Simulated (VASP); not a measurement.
Given:

```yaml
crystal:
  lattice:
    - [4.05000, 0.00000, 0.00000]
    - [0.00000, 4.05000, 0.00000]
    - [0.00000, 0.00000, 4.05000]
  atoms:
    - { symbol: K, position: [0.00000, 0.00000, 0.00000] }
    - { symbol: Zn, position: [0.50000, 0.50000, 0.50000] }
    - { symbol: F, position: [0.50000, 0.00000, 0.50000] }
    - { symbol: F, position: [0.00000, 0.50000, 0.50000] }
    - { symbol: F, position: [0.50000, 0.50000, 0.00000] }
```

All values below come from r2SCAN meta-GGA, VASP's PBE PAW potentials (set 64) (plane waves; VASP). Numerical set-up: 520 eV cut-off, 6×6×6 Γ-centred mesh, tetrahedra with Blöchl corrections, potentials K_sv Zn F.

### Question
Give the energies of bands 9 to 22 at the high-symmetry points, in eV from the valence-band maximum.

### Answer

```tsv
band	Γ	X	M	R
9	-4.24	-4.10	-5.36	-5.35
10	-4.24	-4.10	-4.60	-5.35
11	-3.34	-3.83	-3.90	-4.36
12	-3.34	-3.83	-3.90	-4.36
13	-3.34	-3.33	-3.76	-4.36
14	-3.03	-3.03	-2.49	-1.94
15	-3.03	-2.99	-2.49	-1.94
16	-2.21	-2.42	-2.43	-1.94
17	-2.21	-2.16	-2.09	-1.63
18	-2.21	-2.16	-1.87	-1.63
19	-1.98	-1.79	-1.87	-1.63
20	-1.98	-1.79	-1.65	0.00
21	-1.98	-1.51	0.00	0.00
22	4.58	7.36	8.84	9.20
```

The gap is indirect, 4.58 eV, from the valence maximum at R to the conduction minimum at Γ.

The compound is KZnF3 in the cubic perovskite structure. The cell was not relaxed at this level.
